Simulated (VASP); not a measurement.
All values below come from PBE GGA with D4 dispersion, VASP's PBE PAW potentials (set 64) (plane waves; VASP).

A VASP calculation is set up with these files.

**POSCAR**
```
KF
1
    0.0000000000     2.6750000000     2.6750000000
    2.6750000000     0.0000000000     2.6750000000
    2.6750000000     2.6750000000     0.0000000000
K F
1 1
Direct
  0.0000000000   0.0000000000   0.0000000000
  0.5000000000   0.5000000000   0.5000000000
```

**KPOINTS**
```
Regular mesh
0
G
 8 8 8
0 0 0
```

INCAR:
```
SYSTEM = KF
PREC = Accurate
ENCUT = 520
EDIFF = 1E-6
NELM = 100
ALGO = Normal
LREAL = .FALSE.
LASPH = .TRUE.
ISMEAR = 0
SIGMA = 0.05
GGA = PE
IVDW = 13
LWAVE = .FALSE.
LCHARG = .FALSE.
IBRION = 2
ISIF = 3
NSW = 60
EDIFFG = -0.01
```

POTCAR, in this order: K_sv F (PBE.64 set). Program: vasp_std.

The run wrote:

OSZICAR:
```
       N       E                     dE             d eps       ncg     rms          rms(c)
DAV:   1     0.116724335312E+03    0.11672E+03   -0.84967E+03   696   0.130E+03
DAV:   2    -0.477269242074E+01   -0.12150E+03   -0.11186E+03   916   0.328E+02
DAV:   3    -0.942274322420E+01   -0.46501E+01   -0.46298E+01   876   0.608E+01
DAV:   4    -0.955484701739E+01   -0.13210E+00   -0.13203E+00  1060   0.852E+00
DAV:   5    -0.955590244404E+01   -0.10554E-02   -0.10554E-02   888   0.932E-01    0.632E+00
DAV:   6    -0.831805929521E+01    0.12378E+01   -0.43501E+00   752   0.184E+01    0.382E+00
DAV:   7    -0.829188335577E+01    0.26176E-01   -0.12335E-01   948   0.313E+00    0.230E+00
DAV:   8    -0.828915956236E+01    0.27238E-02   -0.55283E-02   744   0.279E+00    0.207E-01
DAV:   9    -0.829075747472E+01   -0.15979E-02   -0.64581E-03   960   0.667E-01    0.121E-01
DAV:  10    -0.829129501394E+01   -0.53754E-03   -0.87903E-04   768   0.300E-01    0.581E-02
DAV:  11    -0.829142233768E+01   -0.12732E-03   -0.33808E-04   756   0.152E-01    0.196E-02
DAV:  12    -0.829141417573E+01    0.81620E-05   -0.58281E-05   868   0.660E-02    0.678E-03
DAV:  13    -0.829141382386E+01    0.35186E-06   -0.45485E-06   760   0.218E-02
   1 F= -.84328885E+01 E0= -.84328885E+01  d E =-.843289E+01
       N       E                     dE             d eps       ncg     rms          rms(c)
DAV:   1    -0.831747122007E+01   -0.26057E-01   -0.45564E-01   776   0.776E+00    0.116E+00
DAV:   2    -0.829714705184E+01    0.20324E-01   -0.85885E-02   784   0.288E+00    0.295E-01
DAV:   3    -0.829489138018E+01    0.22557E-02   -0.40469E-03   996   0.712E-01    0.210E-01
DAV:   4    -0.829453480986E+01    0.35657E-03   -0.14373E-03  1232   0.307E-01    0.170E-01
DAV:   5    -0.829458352133E+01   -0.48711E-04   -0.95321E-05  1092   0.701E-02    0.319E-02
DAV:   6    -0.829458715726E+01   -0.36359E-05   -0.44868E-05  1196   0.499E-02    0.632E-03
DAV:   7    -0.829458588216E+01    0.12751E-05   -0.77877E-07   592   0.973E-03    0.938E-04
DAV:   8    -0.829458591410E+01   -0.31933E-07   -0.68412E-08   444   0.318E-03
   2 F= -.84342850E+01 E0= -.84342850E+01  d E =-.139656E-02
       N       E                     dE             d eps       ncg     rms          rms(c)
DAV:   1    -0.831895756599E+01   -0.24372E-01   -0.44727E-01   780   0.767E+00    0.115E+00
DAV:   2    -0.829900463312E+01    0.19953E-01   -0.85210E-02   788   0.286E+00    0.293E-01
DAV:   3    -0.829679012285E+01    0.22145E-02   -0.39921E-03   984   0.704E-01    0.208E-01
DAV:   4    -0.829643766515E+01    0.35246E-03   -0.14138E-03  1236   0.304E-01    0.168E-01
DAV:   5    -0.829648504422E+01   -0.47379E-04   -0.92720E-05  1100   0.688E-02    0.316E-02
DAV:   6    -0.829648853932E+01   -0.34951E-05   -0.43865E-05  1188   0.491E-02    0.623E-03
DAV:   7    -0.829648726225E+01    0.12771E-05   -0.74132E-07   592   0.949E-03    0.897E-04
DAV:   8    -0.829648730661E+01   -0.44359E-07   -0.65320E-08   460   0.309E-03
   3 F= -.84344613E+01 E0= -.84344613E+01  d E =-.157282E-02
       N       E                     dE             d eps       ncg     rms          rms(c)
DAV:   1    -0.829877324003E+01   -0.22860E-02   -0.55996E-02   784   0.272E+00    0.405E-01
DAV:   2    -0.829626295022E+01    0.25103E-02   -0.10777E-02   784   0.102E+00    0.105E-01
DAV:   3    -0.829598153724E+01    0.28141E-03   -0.51018E-04  1004   0.252E-01    0.685E-02
DAV:   4    -0.829593890867E+01    0.42629E-04   -0.18415E-04  1236   0.110E-01    0.563E-02
DAV:   5    -0.829595125328E+01   -0.12345E-04   -0.11876E-05  1108   0.269E-02    0.889E-03
DAV:   6    -0.829595375561E+01   -0.25023E-05   -0.53726E-06  1196   0.181E-02    0.232E-03
DAV:   7    -0.829595435170E+01   -0.59609E-06   -0.11222E-07   500   0.368E-03
   4 F= -.84345346E+01 E0= -.84345346E+01  d E =-.164611E-02
```

File OUTCAR:
```
------------------------ aborting loop because EDIFF is reached ----------------------------------------
  Edisp (eV):   -0.13858
  FORCE on cell =-STRESS in cart. coord.  units (eV):
  Direction    XX          YY          ZZ          XY          YZ          ZX
  --------------------------------------------------------------------------------------
  Total       0.00014     0.00014     0.00014     0.00000     0.00000     0.00000
  in kB       0.00594     0.00594     0.00594     0.00000     0.00000     0.00000
  external pressure =        0.01 kB  Pullay stress =        0.00 kB
  volume of cell :       39.06
      direct lattice vectors                 reciprocal lattice vectors
    -0.000000000  2.693078437  2.693078437    -0.185661135  0.185661135  0.185661135
     2.693078437  0.000000000  2.693078437     0.185661135 -0.185661135  0.185661135
     2.693078437  2.693078437  0.000000000     0.185661135  0.185661135 -0.185661135
  FREE ENERGIE OF THE ION-ELECTRON SYSTEM (eV)
  ---------------------------------------------------
  free  energy   TOTEN  =        -8.4345345773 eV

  energy  without entropy=       -8.4345345773  energy(sigma->0) =       -8.43453458

 reached required accuracy - stopping structural energy minimisation
```
(Selected blocks of OUTCAR.)

CONTCAR:
```
KF
   1.00000000000000
    -0.0000000000000000    2.6930784366339462    2.6930784366339462
     2.6930784366339462    0.0000000000000000    2.6930784366339462
     2.6930784366339462    2.6930784366339462    0.0000000000000000
  K               F
     1     1
Direct
     0.0000000000000000    0.0000000000000000    0.0000000000000000
     0.5000000000000000    0.5000000000000000    0.5000000000000000
```

Energy and stress use the plane-wave basis of the starting cell.

The compound is KF in the rock salt structure. This run relaxes it. Symmetry was kept, so distortions that lower it aren't found.
